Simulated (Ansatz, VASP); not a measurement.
# Mo (Mo(110)): VASP beside Ansatz

Wanted: the spread between two codes on one cell, functional and k mesh. The cell is taken from a series of runs on this material, whose earlier steps may have relaxed, scaled, displaced or heated it; both programs get it as it stands.

Calculated with Ansatz 0.2.0; plane waves, with VASP 6.6.1 beside it; single point at PBE.

## Step 1: The starting structure

The cell holds 5 atoms: 5 Mo. Cell: a = 2.728 Å, b = 2.728 Å, c = 26.910 Å, α = 90.0°, β = 90.0°, γ = 70.5°. Vacuum lies along c.

## Step 2: VASP: single point, PBE

With cell and atoms fixed, the geometry can't cause a difference; cores, projectors, grids and the points listed under the comparison can.

Lines of VASP's logs that name or quote its potential files are left out, and so is its time.

The input, INCAR:

```
SYSTEM = Mo
PREC = Accurate
ENCUT = 400
EDIFF = 1E-06
NELM = 120
ISMEAR = -1
SIGMA = 0.1
LREAL = .FALSE.
ALGO = Normal
GGA = PE
NBANDS = 43
LASPH = .TRUE.
LORBIT = 11
LWAVE = .FALSE.
LCHARG = .FALSE.
ISIF = 2
LDIPOL = .TRUE.
IDIPOL = 3
DIPOL = 0.5 0.5 0.5
LVHAR = .TRUE.
GGA_COMPAT = .FALSE.
NELMDL = -8
KPAR = 2
```

The input, POSCAR:

```
Mo
1.0
    2.2273863607     -1.5750000000      0.0000000000
    2.2273863607      1.5750000000      0.0000000000
    0.0000000000      0.0000000000     26.9095454430
Mo
5
Direct
    0.0000000000      0.0000000000      0.3344538100
    0.5000000000      0.5000000000      0.4172269050
    0.0000000000      0.0000000000      0.5000000000
    0.5000000000      0.5000000000      0.5827730950
    0.0000000000      0.0000000000      0.6655461900
```

The input, KPOINTS:

```
Automatic mesh
0
Gamma
20 20 1
0 0 0
```

The projector-augmented-wave data sets are Mo_sv (PBE family, release 64).

Run with:

```console
$ mpirun -np 2 vasp_std
```

Numbers of over 12 decimals in the logs are rounded to 6 here.

What it wrote:

```text
[banner, memory and clock lines left out]
running    2 mpi-ranks, on    1 nodes
 distrk:  each k-point on    1 cores,    2 groups
 distr:  one band on    1 cores,    1 groups

 POSCAR found type information on POSCAR Mo
 POSCAR found :  1 types and       5 ions
 LDA part: xc-table for (Slater+PW92), standard interpolation
 POSCAR, INCAR and KPOINTS ok, starting setup
 FFT: planning ... GRIDC
 FFT: planning ... GRID_SOFT
 FFT: planning ... GRID
 WAVECAR not read
 entering main loop
       N       E                     dE             d eps       ncg     rms          rms(c)
DAV:   1     0.639365566803E+03    0.63937E+03   -0.41779E+04 12922   0.124E+03
DAV:   2    -0.335717821925E+02   -0.67294E+03   -0.65893E+03 10941   0.421E+02
DAV:   3    -0.554928835114E+02   -0.21921E+02   -0.21239E+02 12893   0.647E+01
DAV:   4    -0.561442676962E+02   -0.65138E+00   -0.63514E+00 12452   0.879E+00
DAV:   5    -0.561719336263E+02   -0.27666E-01   -0.26924E-01 13167   0.141E+00
DAV:   6    -0.561731698362E+02   -0.12362E-02   -0.11991E-02 12670   0.232E-01
DAV:   7    -0.561732975945E+02   -0.12776E-03   -0.12372E-03 12397   0.422E-02
DAV:   8    -0.561733158534E+02   -0.18259E-04   -0.17854E-04  9901   0.889E-03    0.295E+01
DAV:   9    -0.565489206393E+02   -0.37560E+00   -0.37860E+01 12871   0.282E+01    0.141E+01
DAV:  10    -0.828788399556E+02   -0.26330E+02   -0.25417E+02 14345   0.495E+01    0.358E+01
DAV:  11    -0.520752148676E+02    0.30804E+02   -0.16048E+02 12904   0.273E+01    0.624E+00
DAV:  12    -0.522933944330E+02   -0.21818E+00   -0.12367E+01 12751   0.109E+01    0.384E+00
DAV:  13    -0.523334881877E+02   -0.40094E-01   -0.60128E-01 12606   0.318E+00    0.349E+00
DAV:  14    -0.522891414142E+02    0.44347E-01   -0.73622E-02 12006   0.158E+00    0.290E+00
[...]
DAV:  24    -0.522386710180E+02   -0.26038E-04   -0.36477E-06  8210   0.802E-03    0.231E-03
DAV:  25    -0.522386838926E+02   -0.12875E-04   -0.17173E-06  6584   0.577E-03    0.228E-03
DAV:  26    -0.522386909052E+02   -0.70126E-05   -0.76127E-07  6334   0.218E-03    0.131E-03
DAV:  27    -0.522386953267E+02   -0.44214E-05   -0.28231E-07  5887   0.221E-03    0.583E-04
DAV:  28    -0.522386987153E+02   -0.33886E-05   -0.23631E-07  5979   0.116E-03    0.279E-04
DAV:  29    -0.522387015336E+02   -0.28183E-05   -0.89596E-08  5648   0.791E-04    0.312E-04
DAV:  30    -0.522387031370E+02   -0.16034E-05   -0.10282E-07  5731   0.543E-04    0.204E-04
DAV:  31    -0.522387036571E+02   -0.52009E-06   -0.34930E-08  5518   0.349E-04
   1 F= -.52238704E+02 E0= -.52162957E+02  d E =-.151492E+00
```

Parts of OUTCAR (step 2):

```text
ion  position               nearest neighbor table
   1  0.000  0.000  0.334-   2 2.73   2 2.73   2 3.15   2 3.15
   2  0.500  0.500  0.417-   1 2.73   3 2.73   1 2.73   3 2.73   1 3.15   3 3.15   1 3.15   3 3.15

  LATTYP: Found a base centered orthorhombic cell.
 ALAT       =     3.1500000000
 B/A-ratio  =     1.4142135623
 C/A-ratio  =     8.5427128390

 Subroutine GETGRP returns: Found  8 space group operations
 (whereof  8 operations were pure point group operations)

The static configuration has the point symmetry D_2h.

 Found    111 irreducible k-points:

   k-points           NKPTS =    111   k-points in BZ     NKDIM =    111   number of bands    NBANDS=     43

   dimension x,y,z NGX =    18 NGY =   18 NGZ =  180
   dimension x,y,z NGXF=    36 NGYF=   36 NGZF=  360

   ENCUT  =  400.0 eV  29.40 Ry    5.42 a.u.   4.45  4.45 43.88*2*pi/ulx,y,z

   NELECT =      70.0000    total number of electrons

 k-points in reciprocal lattice and weights: Automatic mesh
   0.00000000  0.00000000  0.00000000       0.003
   0.05000000  0.00000000  0.00000000       0.010
   0.10000000  0.00000000  0.00000000       0.010
   0.15000000  0.00000000  0.00000000       0.010
   0.20000000  0.00000000  0.00000000       0.010
   0.25000000  0.00000000  0.00000000       0.010
   0.30000000  0.00000000  0.00000000       0.010
   0.35000000  0.00000000  0.00000000       0.010
   0.40000000  0.00000000  0.00000000       0.010
[...]
-0.45000000  0.45000000  0.00000000       0.005
   0.50000000  0.50000000  0.00000000       0.003

 dipolmoment           0.000000      0.000000     -0.000000 electrons x Angstroem

 average (electrostatic) potential at core
       1 -79.0900       2 -79.2845       3 -79.2303       4 -79.2845       5 -79.0900

 E-fermi :   2.5717

 k-point     1 :       0.0000    0.0000    0.0000
  band No.  band energies     occupation
    ...
     32       1.1151      2.00000
     33       1.2013      2.00000
     34       1.5249      1.99994
     35       1.7633      1.99938
     36       2.4944      1.36808
     37       2.9048      0.06901
     38       3.6713      0.00003
     39       3.8351      0.00001
     40       3.8455      0.00001
     41       3.9171      0.00000
    ...

 k-point     2 :       0.0500    0.0000    0.0000
  band No.  band energies     occupation
    ...
     32       1.0732      2.00000
     33       1.2387      2.00000
     34       1.5536      1.99992
     35       1.6995      1.99967
     36       2.5612      1.05219
     37       2.7755      0.23045
     38       3.4698      0.00025
     39       3.6653      0.00004
     40       3.7551      0.00001
     41       3.9857      0.00000
    ...

 k-point     3 :       0.1000    0.0000    0.0000
  band No.  band energies     occupation
    ...
     32       1.0053      2.00000
     33       1.3214      1.99999
     34       1.4216      1.99998
     35       1.8294      1.99881
     36       2.3414      1.81822
     37       2.8891      0.08028
     38       2.9237      0.05749
     39       3.5334      0.00013
     40       3.6137      0.00006
     41       3.9354      0.00000
    ...

  Total       -3.6732425     -3.1057629     -2.0827754      0.0000000      0.0000000      0.0000000
  in kB      -31.1707827    -26.3552058    -17.6742323      0.0000000      0.0000000      0.0000000
  external PRESSURE =     -25.0667402 kB  Pullay stress =       0.0000000 kB

  energy-cutoff  :      400.00
  volume of cell :      188.80
      direct lattice vectors                 reciprocal lattice vectors
     2.227386361 -1.575000000  0.000000000     0.224478343 -0.317460317  0.000000000
     2.227386361  1.575000000  0.000000000     0.224478343  0.317460317  0.000000000
     0.000000000  0.000000000 26.909545443     0.000000000  0.000000000  0.037161534

 POSITION                                       TOTAL-FORCE (eV/Angst)
 -----------------------------------------------------------------------------------
      0.00000      0.00000      9.00000        -0.000000      0.000000      0.498579
      2.22739      0.00000     11.22739        -0.000000      0.000000     -0.645625
      0.00000      0.00000     13.45477        -0.000000     -0.000000      0.000000
      2.22739      0.00000     15.68216         0.000000      0.000000      0.645625
      0.00000      0.00000     17.90955         0.000000      0.000000     -0.498579
 -----------------------------------------------------------------------------------
    total drift:                                0.000000      0.000000     -0.000000

  FREE ENERGIE OF THE ION-ELECTRON SYSTEM (eV)
  ---------------------------------------------------
  free  energy   TOTEN  =       -52.2387036571 eV

  energy  without entropy=      -52.0872113140  energy(sigma->0) =      -52.16295749

 vacuum level on the upper side and lower side of the slab         7.223         7.223

 total charge
# of ion       s       p       d       tot
------------------------------------------
    1        2.371   6.128   3.888  12.387
    2        2.380   6.205   3.905  12.490
    3        2.379   6.205   3.918  12.503
    4        2.380   6.205   3.905  12.490
    5        2.371   6.128   3.888  12.387
--------------------------------------------------
tot         11.881  30.871  19.504  62.256

[... 3 further parts left out ...]
```

## Step 3: Ansatz: single point, PBE

Ansatz runs on its default PAW (the set named soft_2) files.

The same cell, functional, mesh and smearing now go to Ansatz, which takes its cutoff from its data sets.

The input, input.yaml:

```yaml
crystal:
  lattice:
    - [2.2273863607, -1.575, 0.0]
    - [2.2273863607, 1.575, 0.0]
    - [0.0, 0.0, 26.909545443]
  atoms:
    - { symbol: Mo, position: [0.0, 0.0, 0.33445381] }
    - { symbol: Mo, position: [0.5, 0.5, 0.417226905] }
    - { symbol: Mo, position: [0.0, 0.0, 0.5] }
    - { symbol: Mo, position: [0.5, 0.5, 0.582773095] }
    - { symbol: Mo, position: [0.0, 0.0, 0.66554619] }
kpoints:
  mp_grid: { grid: [20, 20, 1] }
hamiltonian:
  xc: pbe
scf:
  occupations: { method: fermi_dirac, width: 0.1 }
  convergence: { dr2_threshold: 1.0e-10 }
efield:
  axis: 3
  dipole_correction: true
  ramp_position: 0.97
  ramp_width: 0.06
  amplitude: 0
output:
  forces: true
  write_potential: true
  write_density: true
  volumetric_format: npy
```

Run with:

```console
$ ansatz run input.yaml --threads 2 --pin off --max-ram 3072MiB --backend cpu --events-out ev --progress --plain --runs-dir out
```

What it wrote:

```text
Engine: ansatz 0.2.0, aarch64-unknown-linux-gnu
Pseudopotentials: kind: paw
Pseudopotential: Mo, paw, valence charge 14, recommended cutoff 420 eV (normal), Mo.paw.azcp
Functional definition: PBE
  parameter kappa = 0.804
  parameter beta = 0.066725
  exchange = pbe_x(kappa = kappa, mu = beta*pi^2/3)
  correlation = pbe_c(beta = beta)
Crystal: 5 atoms, lattice volume = 188.805 Å³
Basis set: ecut = 420 eV, 3751 PW (Γ), exchange–correlation on 40×40×360 points (8 copies of the dense FFT grid, shifted against one another)
Bands: 42, of which v1, the nominal top of the filled ones, is band 35 counted from 1 (34 counted from 0)
Symmetry: 4 space group operations
k-points: 111 of 400
Non-local potential: Mo, projectors of the file, l = 0: 3, l = 1: 2, l = 2: 2, l = 3: 1
PAW form: soft (Blöchl's): semilocal exchange-correlation on the pseudo side does not see the compensation charge
PAW one-centre angular grid: Mo, 590 points (default); XC on 64 Gauss nodes
Initial density: superposition of atomic densities (neutral atoms: chi_scale 0, normalization atom), corrected by the library's trained network
Initial wavefunctions: pseudopotential atomic-orbital guess
Functional: x = pbe(κ = 0.804, μ = 0.219515), c = pbe(β = 0.066725)
SCF iter   1: F=—  HF=-24777.659028 eV  |F-HF|=—  |Δ(HF+E_count)|=         —  Δρ=3.96e-3  dr2=2.36e-1  ethr=1.77e-3  p=0.000 e·Å  D=8.91e-14 V/Å  ΔV_dip=-0.00 eV  dr2_dipole=5.09e-7  V_vac-E_F(+/−)=4.88/4.88 eV  ⟨swp⟩=8.9  Hψ=49101  notcnv=0  defer=16
efield: sawtooth ramp at fractional position 0.9700 (set: `efield.ramp_position`, or a place that a band, a saddle search or an elastic batch's reference lends), width 0.0600; the density the first Hamiltonian is built on has a dipole p = 0.000 e·Å; the dipole correction subtracts the counter field D = 8.91e-14 V/Å, which shifts the + side's vacuum level by -0.00 eV against the − side's; the planar-averaged density in the ramp window peaks in size at 2.0e-5 e/Å³
automatic band count: the SCF goes on with 49 bands, as 42 were too few: the levels above may hold too much charge
preconditioner: auto → LDOS  [metal: Δε(μ)=0.012 eV  Ē_g=5.045 eV  σ=0.100 eV  W_gap=0.03  n_scr=18 (ndim 8)  ℏωp=14.8 eV  f_vac=0.522  D(μ)=4.63/eV (n_scr^D=18)  β→1.0]
SCF iter   2: F=—  HF=-24777.653792 eV  |F-HF|=—  |Δ(HF+E_count)|=   5.24e-3  Δρ=1.78e-3  dr2=1.75e-2  ethr=3.37e-4  p=0.000 e·Å  D=5.96e-6 V/Å  ΔV_dip=-0.00 eV  dr2_dipole=5.91e-7  V_vac-E_F(+/−)=4.68/4.68 eV  ⟨swp⟩=1.7  Hψ=6733  notcnv=0  defer=43
SCF iter   3: F=—  HF=-24777.651611 eV  |F-HF|=—  |Δ(HF+E_count)|=   2.18e-3  Δρ=4.25e-4  dr2=1.34e-3  ethr=2.50e-5  p=0.000 e·Å  D=3.08e-6 V/Å  ΔV_dip=-0.00 eV  dr2_dipole=3.21e-8  V_vac-E_F(+/−)=4.69/4.69 eV  ⟨swp⟩=2.2  Hψ=7564  notcnv=0  defer=43
SCF iter   4: F=—  HF=-24777.651479 eV  |F-HF|=—  |Δ(HF+E_count)|=   1.32e-4  Δρ=1.19e-4  dr2=5.24e-5  ethr=1.92e-6  p=0.000 e·Å  D=2.38e-6 V/Å  ΔV_dip=-0.00 eV  dr2_dipole=2.68e-9  V_vac-E_F(+/−)=4.67/4.67 eV  ⟨swp⟩=2.1  Hψ=7299  notcnv=0  defer=43
SCF iter   5: F=—  HF=-24777.651554 eV  |F-HF|=—  |Δ(HF+E_count)|=   7.53e-5  Δρ=4.64e-5  dr2=1.50e-5  ethr=7.49e-8  p=0.000 e·Å  D=1.59e-6 V/Å  ΔV_dip=-0.00 eV  dr2_dipole=1.51e-12  V_vac-E_F(+/−)=4.66/4.66 eV  ⟨swp⟩=3.1  Hψ=9167  notcnv=0  defer=43
SCF iter   6: F=—  HF=-24777.651555 eV  |F-HF|=—  |Δ(HF+E_count)|=   2.38e-7  Δρ=1.61e-5  dr2=2.06e-6  ethr=2.15e-8  p=0.000 e·Å  D=6.88e-7 V/Å  ΔV_dip=-0.00 eV  dr2_dipole=4.76e-12  V_vac-E_F(+/−)=4.66/4.66 eV  ⟨swp⟩=2.0  Hψ=6926  notcnv=0  defer=43
SCF iter   7: F=—  HF=-24777.651642 eV  |F-HF|=—  |Δ(HF+E_count)|=   8.71e-5  Δρ=4.19e-6  dr2=7.51e-8  ethr=2.95e-9  p=0.000 e·Å  D=2.53e-7 V/Å  ΔV_dip=-0.00 eV  dr2_dipole=8.49e-12  V_vac-E_F(+/−)=4.65/4.65 eV  ⟨swp⟩=2.1  Hψ=6792  notcnv=0  defer=43
SCF iter   8: F=—  HF=-24777.651642 eV  |F-HF|=—  |Δ(HF+E_count)|=   7.23e-8  Δρ=1.31e-6  dr2=6.43e-9  ethr=1.07e-10  p=0.000 e·Å  D=5.46e-8 V/Å  ΔV_dip=-0.00 eV  dr2_dipole=2.83e-16  V_vac-E_F(+/−)=4.65/4.65 eV  ⟨swp⟩=3.0  Hψ=10244  notcnv=0  defer=41
SCF iter   9: F=—  HF=-24777.651642 eV  |F-HF|=—  |Δ(HF+E_count)|=   7.16e-9  Δρ=4.63e-7  dr2=7.89e-10  ethr=9.19e-12  p=0.000 e·Å  D=2.06e-8 V/Å  ΔV_dip=-0.00 eV  dr2_dipole=1.43e-14  V_vac-E_F(+/−)=4.65/4.65 eV  ⟨swp⟩=2.9  Hψ=10118  notcnv=0  defer=39
SCF iter  10: F=-24777.651642 eV  HF=-24777.651642 eV  |F-HF|=1.13e-10  |Δ(HF+E_count)|=  8.73e-11  Δρ=1.27e-7  dr2=5.42e-11  ethr=1.00e-12  p=0.000 e·Å  D=4.43e-9 V/Å  ΔV_dip=-0.00 eV  dr2_dipole=2.97e-15  V_vac-E_F(+/−)=4.65/4.65 eV  ⟨swp⟩=12.6  Hψ=33286  notcnv=0
SCF 1 converged in 10 iterations: F = -24777.651642 eV  dr2 = 5.42e-11
  greatest PAW one-centre occupation: 0.998 electrons in one spin orbital (limit 2), on the Mo atom at site 0 (counted from 0), in its partial waves of l = 0
WARN: The output density's exchange-correlation potential varies sharply where the density is thin. Do not read a vacuum level from v_tot or v_xc, or from such a field of the output density. On a cell that repeats whose density bears no net charge and no dipole along the vacuum's axis use v_es (v_loc + v_h of the components); under efield.dipole_correction with no amplitude use v_es + v_field, which holds any externa [...]
SCF converged after 10 iterations
Free energy (F): -24777.651642 eV
Harris-Foulkes:  -24777.651642 eV  (|F-HF|=1.13e-10)
Internal energy: -24777.500317 eV  (E = F + TS)
E sigma→0 (E₀):  -24777.575979 eV
Entropy (-TS):   -0.151325 eV (-30.265 meV/atom)
Fermi energy:    6.095020 eV
Dipole field:    D = 0.000000 V/Å  (p = 0.000000 e·Å, saw-weighted, corrected)
Work function:   Φ+ = 4.6537 eV   Φ− = 4.6537 eV
Levels:          The Fermi level and band energies are counted from a zero that moves with the ramp; work functions are not
--- Per-component energies (eV) ---
  E_band       = -1316.758219
  E_kinetic    = 2198.605513
  E_local      = -103004.755242  (includes V_loc(G=0)·N_el)
  E_nonlocal   = 715.474977
  E_hartree    = 50316.915393
  E_xc         = -913.731123
  E_vxc        = -1139.969571  (∫ρ·V_xc dr)
  E_paw        = -16006.439507  (= ΣΔE_a)
  E_vpaw       = -719.943271  (= ΣTr[D̂ρ^β])
  E_aug_tail   = 0.000214  (compensation charges beyond the density's cutoff)
  E_efield     = 0.000000  (sawtooth field / dipole correction)
  E_vefield    = 0.000000  (∫n·V_field dr)
  E_ewald      = 41916.429458
  E_smearing   = -0.151325  (= −TS)
  E_closure    = -0.000000  (closes the sum)
  Σ components = -24777.651642   (vs F -24777.651642, Δ=0.00e0)
--- Forces (eV/Å), atoms counted from 1 ---
  atom   1  Mo     0.00000000     0.00000000     0.52274765
  atom   2  Mo     0.00000000     0.00000000    -0.64268223
  atom   3  Mo     0.00000000     0.00000000    -0.00000005
  atom   4  Mo     0.00000000     0.00000000     0.64268226
  atom   5  Mo     0.00000000     0.00000000    -0.52274765
  max |Σ_I F_I| component: 2.23e-8 eV/Å
--- Band table (eV; the first three rows and the last of 111) ---
  k-point 0: bands = [... 31 lower, 4.6396, 4.7254, 5.0482, 5.2871, 6.0183, 6.4259, 7.1932, 7.3557, ... 10 higher]
  k-point 1: bands = [... 31 lower, 4.5962, 4.7625, 5.0768, 5.2239, 6.0846, 6.2973, 6.9897, 7.1869, ... 10 higher]
  k-point 2: bands = [... 31 lower, 4.5288, 4.8455, 4.9449, 5.3534, 5.8636, 6.4127, 6.4436, 7.0560, ... 10 higher]
  k-point 110: bands = [... 31 lower, 5.6691, 6.6469, 6.6595, 6.8738, 7.4202, 7.5147, 7.8626, 8.6015, ... 10 higher]
```

## Step 4: Comparison

Known differences besides the potentials themselves: the cutoff is 420 eV in Ansatz and 400 eV in VASP. Total energies have different zeros and are not compared.

The two programs side by side:

```
                                   quantity  Ansatz  VASP  difference
 work function, lower of the two faces (eV)    4.65  4.65        0.00
work function, higher of the two faces (eV)    4.65  4.65        0.00
```

Forces (eV/Å; atoms numbered as in POSCAR):

```
atom        Ansatz x, y, z          VASP x, y, z
 Mo1   0.000, 0.000, 0.523   0.000, 0.000, 0.499
 Mo2  0.000, 0.000, -0.643  0.000, 0.000, -0.646
 Mo3   0.000, 0.000, 0.000   0.000, 0.000, 0.000
 Mo4   0.000, 0.000, 0.643   0.000, 0.000, 0.646
 Mo5  0.000, 0.000, -0.523  0.000, 0.000, -0.499
```

The forces differ by 8.9 meV/Å r.m.s., which is 3.0 % of the r.m.s. force of 0.298 eV/Å (both taken over all components). With vacuum in the cell, a pressure given here is an average over mostly empty space and none of the material.

## Step 5: Summary of results

| Property | Result |
| --- | --- |
| r.m.s. force difference (single point, PBE) | 3.0 % of the r.m.s. force |

The r.m.s. force difference is 3.0 % of the r.m.s. force (single point, PBE), at about the 3 % picked in this series as the mark of a large difference. Such differences can come from data sets, numerical settings and the points named under the comparisons, not from the functional's error against experiment.

[Lines on the potential files, build, host, timing and source positions are cut from VASP's logs without a mark.]

[Logs are printed without paths, hosts, clocks, repeated set-up lines and the standing remarks that a program may print on its own settings, such as how far it seeks lower states.]

[Hosts, paths, dates, database ids (printed as entryN), source tags and the programs' standing remarks are cut or masked in the printed files.]
